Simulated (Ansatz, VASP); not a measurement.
# HfB: VASP beside Ansatz, part 2 of 2

Wanted: the spread between two codes on one cell, functional and k mesh. The cell is taken from a series of runs on this material, whose earlier steps may have relaxed, scaled, displaced or heated it; both programs get it as it stands.

VASP 6.6.1 and Ansatz 0.2.0.

So far: The structure; VASP: relaxation of cell and atoms, PBE with D4; Ansatz: relaxation of cell and atoms, PBE with D4; Comparison.

## (5) VASP: zone-centre phonons, LDA

Level of this step: LDA; plane waves and PAW (Hf_pv, B) (VASP).

Second derivatives magnify differences that forces hide, and they need a tight electronic threshold.

INCAR reads:

```
SYSTEM = HfB
PREC = Accurate
ENCUT = 500
EDIFF = 1E-08
NELM = 120
ISMEAR = 1
SIGMA = 0.15
LREAL = .FALSE.
ALGO = Normal
GGA = CA
NBANDS = 12
LASPH = .TRUE.
LORBIT = 11
LWAVE = .FALSE.
LCHARG = .FALSE.
ISIF = 2
IBRION = 8
GGA_COMPAT = .FALSE.
KPAR = 2
```

POSCAR reads:

```
HfB
1.0
    0.0000000000      2.3740760403      2.3740760403
    2.3740760403      0.0000000000      2.3740760403
    2.3740760403      2.3740760403      0.0000000000
Hf B
1 1
Direct
    0.5000000000      0.5000000000      0.5000000000
    0.0000000000      0.0000000000      0.0000000000
```

KPOINTS reads:

```
Automatic mesh
0
Gamma
16 16 16
0 0 0
```

The projector-augmented-wave data sets are Hf_pv and B (LDA family, release 64).

On the command line:

```console
> mpirun -np 2 vasp_std
```

Numbers of over 12 decimals in the logs are rounded to 6 here.

What it wrote:

```text
[banner, memory and clock lines left out]
running    2 mpi-ranks, on    1 nodes
[...]
LDA part: xc-table for (Slater(with rela. corr.)+CA(PZ))
 , standard interpolation
 POSCAR, INCAR and KPOINTS ok, starting setup
[...]
entering main loop
       N       E                     dE             d eps       ncg     rms          rms(c)
DAV:   1     0.143862737303E+02    0.14386E+02   -0.70824E+03  3512   0.977E+02
DAV:   2    -0.198479270658E+02   -0.34234E+02   -0.32736E+02  4220   0.189E+02
DAV:   3    -0.207361952871E+02   -0.88827E+00   -0.87701E+00  4356   0.216E+01
DAV:   4    -0.207406049001E+02   -0.44096E-02   -0.44091E-02  3956   0.182E+00
[...]
DAV:  11    -0.190046899231E+02    0.28458E-06   -0.10419E-06  4192   0.767E-03    0.127E-02
DAV:  12    -0.190046896644E+02    0.25871E-06   -0.68106E-07  4100   0.631E-03    0.226E-03
DAV:  13    -0.190046896655E+02   -0.11000E-08   -0.21811E-08  3836   0.129E-03
   1 F= -.19004690E+02 E0= -.19005040E+02  d E =0.105074E-02
[...]
RMM:  12    -0.208023308049E+00    0.16891E-07   -0.94571E-08 18326   0.239E-05    0.237E-05
RMM:  13    -0.208023296175E+00    0.11874E-07   -0.11574E-07 18403   0.126E-05    0.224E-06
RMM:  14    -0.208023296185E+00   -0.97687E-11   -0.94718E-08 13583   0.767E-06    0.311E-06
 first order change of Fermi-energy   0.78054E-03
 force on displaced ion       1 direction 1 :  -8.442   0.000   0.000
 Linear response progress:
  Degree of freedom:   2/  2
       N       E                     dE             d eps       ncg     rms          rms(c)
RMM:   1    -0.427506501636E-01   -0.42751E-01    0.41461E-03 18184   0.123E+00
RMM:   2    -0.416226891001E-01    0.11280E-02   -0.16927E-03 13448   0.221E-01    0.324E-01
RMM:   3    -0.416371952978E-01   -0.14506E-04   -0.55937E-04 12032   0.128E-01    0.162E-01
RMM:   4    -0.421949863286E-01   -0.55779E-03   -0.34440E-04 12552   0.914E-02    0.208E-02
[...]
RMM:  12    -0.421976867939E-01    0.14503E-06    0.85724E-10 12836   0.234E-05    0.778E-05
RMM:  13    -0.421977322747E-01   -0.45481E-07    0.59250E-10 13012   0.120E-05    0.108E-05
RMM:  14    -0.421977254944E-01    0.67803E-08    0.24256E-09 13460   0.398E-06    0.263E-06
 first order change of Fermi-energy  -0.45086E-03
 force on displaced ion       2 direction 1 :  -8.444   0.000   0.000
 Linear response finished
```

From OUTCAR (step 5):

```text
  Total        0.1805358      0.1805358      0.1805358     -0.0000000      0.0000000      0.0000000
  in kB       10.8083633     10.8083633     10.8083633     -0.0000000      0.0000000      0.0000000
  external PRESSURE =      10.8083633 kB  Pullay stress =       0.0000000 kB

 POSITION                                       TOTAL-FORCE (eV/Angst)
 -----------------------------------------------------------------------------------
      2.37408      2.37408      2.37408         0.000000      0.000000     -0.000000
      0.00000      0.00000      0.00000        -0.000000     -0.000000      0.000000
 -----------------------------------------------------------------------------------
    total drift:                                0.000000     -0.000000      0.000000

[... 1 part as in an earlier step ...]

[... 1 further part left out ...]
```

## (6) Ansatz: zone-centre phonons, LDA

The same cell, functional (in two slightly different forms), mesh and smearing now go to Ansatz, which takes its cutoff from its data sets.

The cell is taken from a series of runs on this material, whose earlier steps may have relaxed, scaled, displaced or heated it; both programs get it as it stands.

input.yaml reads:

```yaml
crystal:
  lattice:
    - [0.0, 2.3740760403, 2.3740760403]
    - [2.3740760403, 0.0, 2.3740760403]
    - [2.3740760403, 2.3740760403, 0.0]
  atoms:
    - { symbol: Hf, position: [0.5, 0.5, 0.5] }
    - { symbol: B, position: [0.0, 0.0, 0.0] }
kpoints:
  mp_grid: { grid: [16, 16, 16] }
hamiltonian:
  xc: lda
scf:
  occupations: { method: methfessel_paxton, width: 0.15 }
output:
  eigenvalues: true
phonons:
  method: dfpt
  qmesh: [2, 2, 2]
  temperatures: { t_max: 1000, t_step: 50 }
  qpath:
    path:
      - [[0.0, 0.0, 0.0], [0.5, 0.0, 0.5], [0.625, 0.25, 0.625]]
      - [[0.375, 0.375, 0.75], [0.0, 0.0, 0.0], [0.5, 0.5, 0.5], [0.5, 0.25, 0.75], [0.5, 0.0, 0.5]]
    npoints: 10
```

On the command line:

```console
> ansatz run input.yaml --threads 4 --pin off --max-ram 7168MiB --backend cpu --events-out ev --progress --plain --runs-dir out
```

What it wrote:

```text
[...]
Crystal: 2 atoms, lattice volume = 26.762 Å³
Basis set: ecut = 420 eV, 531 PW (Γ), exchange–correlation on 48×48×48 points (8 copies of the dense FFT grid, shifted against one another)
Bands: 19, of which v1, the nominal top of the filled ones, is band 15 counted from 1 (14 counted from 0)
Symmetry: 48 space group operations
k-points: 145 of 4096
[...]
largest difference from the sums on the solved wave vectors: F 7.54e-2 eV, S 1.08e-4 and C_V 3.23e-5 eV/K
  zero-point energy: 0.116993 eV/cell   skipped modes (ω ≤ 0): 3   left out of the sums: 4.70e-5 of the cell's modes: C_V's classical limit lies that fraction below 3 k_B per atom; for a crystal, a wire or a layer, F and S can be off by more, and a phonons.interpolated_qmesh denser along its periods is the remedy for the sampling
[key lines of the parts left out:]
SCF converged after 10 iterations
Free energy (F): -15627.482354 eV
Fermi energy:    17.685539 eV
```

## (7) Differences

What differs besides the data sets and the points named for the pairs above, as far as they apply: the two LDA forms differ slightly; VASP's run holds the zone centre alone; the data sets hold 29 valence electrons in Ansatz (on its default PAW (the set named soft_2) files) and 13 in VASP; VASP's log shows a relativistic correction to its local exchange, Ansatz's none. Total energies have different zeros and are not compared.

The two programs side by side:

| quantity | Ansatz | VASP | difference |
| --- | --- | --- | --- |
| optical mode 1 to 3 (cm⁻¹) | 474.6 | 474.6 | +0.00 % |

Modes are paired by rising frequency, not by their patterns, so a pair may set unlike modes beside each other; they are those without the splitting of longitudinal modes.

## (8) Outcome

| Property | Result |
| --- | --- |
| difference in volume (relaxation of cell and atoms, PBE with D4) | -0.11 % |
| r.m.s. difference of the optical zone-centre modes, each program's sorted by frequency (zone-centre phonons, LDA) | 0.0048 cm⁻¹ |

In words: The difference in volume is -0.11 % (relaxation of cell and atoms, PBE with D4), within the 1.2 % picked in this series as the mark of a large difference, as far as the stopping tolerances let one tell. The data sets hold unlike numbers of valence electrons (29 in Ansatz and 13 in VASP), so part of the differences comes from the potentials. 3 further runs of this series are not shown here. How closely two codes agree says nothing of how well the functional describes the real material.

[Lines on the potential files, build, host, timing and source positions are cut from VASP's logs without a mark.]

[Logs are printed without paths, hosts, clocks, repeated set-up lines and the standing remarks that a program may print on its own settings, such as how far it seeks lower states.]

[Hosts, paths, dates, database ids (printed as entryN), source tags and the programs' standing remarks are cut or masked in the printed files.]
